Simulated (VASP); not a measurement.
Output of a VASP run:

OUTCAR:
```
 ion  position               nearest neighbor table
   1  0.333  0.667  0.666-   5 2.09   5 2.09   5 2.09   6 2.11   6 2.11   6 2.11   2 2.97   2 2.97
                             2 2.97   3 2.99   3 2.99   3 2.99
   2  0.667  0.333  0.334-   4 2.09   4 2.09   4 2.09   6 2.11   6 2.11   6 2.11   1 2.97   1 2.97
                             1 2.97   3 2.99   3 2.99   3 2.99
   3  0.000  0.000  0.000-   4 2.14   5 2.14   4 2.14   5 2.14   5 2.14   4 2.14   1 2.99   2 2.99
                             1 2.99   2 2.99   1 2.99   2 2.99
   4  0.333  0.667  0.173-   2 2.09   2 2.09   2 2.09   3 2.14   3 2.14   3 2.14
   5  0.667  0.333  0.827-   1 2.09   1 2.09   1 2.09   3 2.14   3 2.14   3 2.14
   6  0.000  0.000  0.500-   1 2.11   2 2.11   1 2.11   2 2.11   2 2.11   1 2.11
  LATTYP: Found a hexagonal cell.
 ALAT       =     2.9886055540
 C/A-ratio  =     2.4437622285
 Subroutine PRICEL returns:
 Original cell was already a primitive cell.
 Subroutine GETGRP returns: Found 12 space group operations
The static configuration has the point symmetry D_3d.
The dynamic configuration has the point symmetry D_3d.
 Subroutine INISYM returns: Found 12 space group operations
 Subroutine IBZKPT returns following result:
 Found     50 irreducible k-points:

 Following reciprocal coordinates:
            Coordinates               Weight
  0.000000  0.000000  0.000000      1.000000
  0.100000  0.000000  0.000000      6.000000
  0.200000  0.000000  0.000000      6.000000
  0.300000  0.000000  0.000000      6.000000
  0.400000  0.000000  0.000000      6.000000
  0.500000  0.000000  0.000000      3.000000
  0.100000  0.100000  0.000000      6.000000
  0.200000  0.100000  0.000000     12.000000
  0.300000  0.100000  0.000000     12.000000
  0.400000  0.100000  0.000000     12.000000
  0.200000  0.200000  0.000000      6.000000
  0.300000  0.200000  0.000000     12.000000
  0.400000  0.200000  0.000000      6.000000
  0.300000  0.300000  0.000000      6.000000
  0.000000  0.000000  0.250000      2.000000
  0.100000  0.000000  0.250000      6.000000
  0.000000  0.100000  0.250000      6.000000
  0.200000  0.000000  0.250000      6.000000
  0.000000  0.200000  0.250000      6.000000
  0.300000  0.000000  0.250000      6.000000
  0.000000  0.300000  0.250000      6.000000
  0.400000  0.000000  0.250000      6.000000
  0.000000  0.400000  0.250000      6.000000
  0.500000  0.000000  0.250000      6.000000
  0.100000  0.100000  0.250000     12.000000
  0.200000  0.100000  0.250000     12.000000
 -0.100000  0.300000  0.250000     12.000000
  0.300000  0.100000  0.250000     12.000000
 -0.100000  0.400000  0.250000     12.000000
  0.400000  0.100000  0.250000     12.000000
 -0.100000  0.500000  0.250000     12.000000
  0.200000  0.200000  0.250000     12.000000
  0.300000  0.200000  0.250000     12.000000
 -0.200000  0.500000  0.250000     12.000000
  0.400000  0.200000  0.250000     12.000000
  0.300000  0.300000  0.250000     12.000000
  0.000000  0.000000  0.500000      1.000000
  0.100000  0.000000  0.500000      6.000000
  0.200000  0.000000  0.500000      6.000000
  0.300000  0.000000  0.500000      6.000000
   k-points           NKPTS =     50   k-points in BZ     NKDIM =     50   number of bands    NBANDS=     21
   number of dos      NEDOS =    601   number of ions     NIONS =      6
   total plane-waves  NPLWV =  31104
   dimension x,y,z NGX =    24 NGY =   24 NGZ =   54
   dimension x,y,z NGXF=    48 NGYF=   48 NGZF=  108
   ions per type =               2   1   3
   PREC   = accura    normal or accurate (medium, high low for compatibility)
   ISTART =      0    job   : 0-new  1-cont  2-samecut
   ICHARG =      2    charge: 1-file 2-atom 10-const
   ISPIN  =      1    spin polarized calculation?
   LNONCOLLINEAR =      F non collinear calculations
   LSORBIT =      F    spin-orbit coupling
   INIWAV =      1    electr: 0-lowe 1-rand  2-diag
   ENCUT  =  520.0 eV  38.22 Ry    6.18 a.u.   5.56  5.56 13.58*2*pi/ulx,y,z
   NELM   =    100;   NELMIN=  2; NELMDL= -5     # of ELM steps
   EDIFF  = 0.1E-06   stopping-criterion for ELM
...
```

**OSZICAR**
```
       N       E                     dE             d eps       ncg     rms          rms(c)
DAV:   1     0.274745073932E+03    0.27475E+03   -0.17998E+04  2124   0.197E+03
DAV:   2    -0.336353477161E+02   -0.30838E+03   -0.29403E+03  2450   0.435E+02
DAV:   3    -0.621892123811E+02   -0.28554E+02   -0.28409E+02  2475   0.142E+02
DAV:   4    -0.626883484121E+02   -0.49914E+00   -0.49836E+00  2485   0.199E+01
DAV:   5    -0.626935226639E+02   -0.51743E-02   -0.51735E-02  2460   0.211E+00    0.135E+01
DAV:   6    -0.528307573053E+02    0.98628E+01   -0.13365E+01  3143   0.725E+01    0.758E+00
DAV:   7    -0.496574881288E+02    0.31733E+01   -0.38365E+00  2293   0.189E+01    0.498E+00
DAV:   8    -0.539698576098E+02   -0.43124E+01   -0.17071E+00  2589   0.336E+01    0.185E+00
DAV:   9    -0.499329559644E+02    0.40369E+01   -0.74782E-01  2517   0.248E+01    0.505E-01
DAV:  10    -0.503410321765E+02   -0.40808E+00   -0.34189E-01  2195   0.628E+00    0.295E-01
DAV:  11    -0.502641160320E+02    0.76916E-01   -0.48351E-02  2445   0.323E+00    0.205E-01
DAV:  12    -0.502755696876E+02   -0.11454E-01   -0.15522E-02  2356   0.192E+00    0.127E-01
DAV:  13    -0.502703563412E+02    0.52133E-02   -0.58973E-03  2185   0.825E-01    0.290E-02
DAV:  14    -0.502744537365E+02   -0.40974E-02   -0.79043E-04  2717   0.471E-01    0.155E-02
DAV:  15    -0.502748749596E+02   -0.42122E-03   -0.35222E-04  2290   0.220E-01    0.815E-03
DAV:  16    -0.502750178637E+02   -0.14290E-03   -0.54639E-05  2315   0.787E-02    0.766E-03
DAV:  17    -0.502748975377E+02    0.12033E-03   -0.85126E-06  2505   0.304E-02    0.288E-03
DAV:  18    -0.502749125478E+02   -0.15010E-04   -0.24003E-06  2596   0.265E-02    0.850E-04
DAV:  19    -0.502749065780E+02    0.59698E-05   -0.48781E-07  2435   0.855E-03    0.902E-04
DAV:  20    -0.502749170904E+02   -0.10512E-04   -0.98736E-08  1535   0.374E-03    0.852E-04
DAV:  21    -0.502749097818E+02    0.73086E-05   -0.61032E-08  1350   0.418E-03    0.223E-04
DAV:  22    -0.502749112802E+02   -0.14984E-05   -0.24817E-08  1220   0.187E-03    0.236E-04
DAV:  23    -0.502749127088E+02   -0.14286E-05   -0.88989E-09  1195   0.217E-03    0.586E-05
DAV:  24    -0.502749120134E+02    0.69542E-06   -0.23608E-09  1200   0.526E-04    0.817E-05
DAV:  25    -0.502749122582E+02   -0.24481E-06   -0.37757E-10  1150   0.188E-04    0.466E-05
DAV:  26    -0.502749121251E+02    0.13314E-06   -0.10326E-10  1150   0.113E-04    0.245E-05
DAV:  27    -0.502749120682E+02    0.56865E-07   -0.29540E-10  1125   0.182E-04
   1 F= -.50274912E+02 E0= -.50274912E+02  d E =0.000000E+00
       N       E                     dE             ncg
       N       E                     dE             ncg
```

File OUTCAR:
```
------------------------ aborting loop because EDIFF is reached ----------------------------------------
  FORCE on cell =-STRESS in cart. coord.  units (eV):
  Direction    XX          YY          ZZ          XY          YZ          ZX
  --------------------------------------------------------------------------------------
  Total        0.0058134      0.0058134      0.0285766      0.0000000     -0.0000000      0.0000000
  in kB        0.1648712      0.1648711      0.8104493      0.0000000     -0.0000000      0.0000000
  external PRESSURE =       0.3800639 kB  Pullay stress =       0.0000000 kB
  volume of cell :       56.49
      direct lattice vectors                 reciprocal lattice vectors
     2.988605554  0.000000000  0.000000000     0.334604210  0.193183834  0.000000000
    -1.494302777  2.588208284  0.000000000     0.000000000  0.386367668  0.000000000
     0.000000000  0.000000000  7.303441369     0.000000000  0.000000000  0.136921754
 POSITION                                       TOTAL-FORCE (eV/Angst)
 -----------------------------------------------------------------------------------
     -0.00000      1.72547      4.86148         0.000000      0.000000     -0.010640
      1.49430      0.86274      2.44196         0.000000     -0.000000      0.010640
      0.00000      0.00000      0.00000         0.000000      0.000000     -0.000000
     -0.00000      1.72547      1.26053        -0.000000      0.000000      0.010999
      1.49430      0.86274      6.04291        -0.000000      0.000000     -0.010999
      0.00000      0.00000      3.65172         0.000000      0.000000     -0.000000
 -----------------------------------------------------------------------------------
    total drift:                               -0.000000     -0.000000      0.000000
  FREE ENERGIE OF THE ION-ELECTRON SYSTEM (eV)
  ---------------------------------------------------
  free  energy   TOTEN  =       -50.2749120682 eV

  energy  without entropy=      -50.2749120682  energy(sigma->0) =      -50.27491207

 total charge

# of ion       s       p       d       tot
------------------------------------------
    1        0.140   0.174   0.074   0.387
    2        0.140   0.174   0.074   0.387
    3        0.383   0.405   9.942  10.730
    4        1.554   3.536   0.000   5.090
    5        1.554   3.536   0.000   5.090
    6        1.545   3.587   0.000   5.132
--------------------------------------------------
tot          5.316  11.411  10.089  26.816

 Electric field gradients after diagonalization (V/A^2)
 (convention: |V_zz| > |V_xx| > |V_yy|)
----------------------------------------------------------------------
 ion       V_xx      V_yy      V_zz     asymmetry (V_yy - V_xx)/ V_zz
----------------------------------------------------------------------
   1      -0.509    -0.509     1.018       0.000
   2      -0.509    -0.509     1.018       0.000
   3       2.909     2.900    -5.809       0.002
   4      -0.875    -0.868     1.743       0.004
   5      -0.875    -0.868     1.743       0.004
   6       1.135     1.128    -2.263       0.003
```
(Selected blocks of OUTCAR.)

File POSCAR:
```
Mg2ZnO3
1
    2.9886055540     0.0000000000    -0.0000000000
   -1.4943027770     2.5882082841     0.0000000000
   -0.0000000000     0.0000000000     7.3034413688
Mg Zn O
2 1 3
Direct
  0.3333330000   0.6666670000   0.6656419689
  0.6666670000   0.3333330000   0.3343580311
  0.0000000000   0.0000000000   0.0000000000
  0.3333330000   0.6666670000   0.1725936584
  0.6666670000   0.3333330000   0.8274063416
  0.0000000000   1.0000000000   0.5000000000
```

### Question
Reconstruct the remaining input files.

### Answer
Several could match; the one computed here: the input of the run itself, r2SCAN meta-GGA, plane waves, VASP's PBE PAW potentials (set 64).

### INCAR
```
SYSTEM = Mg2ZnO3
PREC = Accurate
ENCUT = 520
EDIFF = 1E-7
NELM = 100
ALGO = Normal
LREAL = .FALSE.
LASPH = .TRUE.
ISMEAR = -5
METAGGA = R2SCAN
LMIXTAU = .TRUE.
LMAXMIX = 4
LWAVE = .FALSE.
LCHARG = .FALSE.
LORBIT = 11
NEDOS = 601
ISIF = 2
LEFG = .TRUE.
```

File KPOINTS_OPT:
```
k-points along high-symmetry lines
6
Line-mode
Reciprocal
  0.000000   0.000000   0.000000 ! GAMMA
  0.500000   0.000000   0.000000 ! M

  0.500000   0.000000   0.000000 ! M
  0.333333   0.333333   0.000000 ! K

  0.333333   0.333333   0.000000 ! K
  0.000000   0.000000   0.000000 ! GAMMA

  0.000000   0.000000   0.000000 ! GAMMA
  0.000000   0.000000   0.500000 ! A

  0.000000   0.000000   0.500000 ! A
  0.500000   0.000000   0.500000 ! L

  0.500000   0.000000   0.500000 ! L
  0.333333   0.333333   0.500000 ! H

  0.333333   0.333333   0.500000 ! H
  0.000000   0.000000   0.500000 ! A

  0.500000   0.000000   0.500000 ! L
  0.500000   0.000000   0.000000 ! M

  0.333333   0.333333   0.500000 ! H
  0.333333   0.333333   0.000000 ! K
```

**KPOINTS**
```
Automatic mesh
0
Gamma
10 10 4
0 0 0
```

POTCAR, in this order: Mg Zn O (PBE.64 set). Program: vasp_std.

The structure comes from a computed database's Mg2ZnO3 entry (P-3m1); how it stands against other phases isn't given here. It was relaxed first.
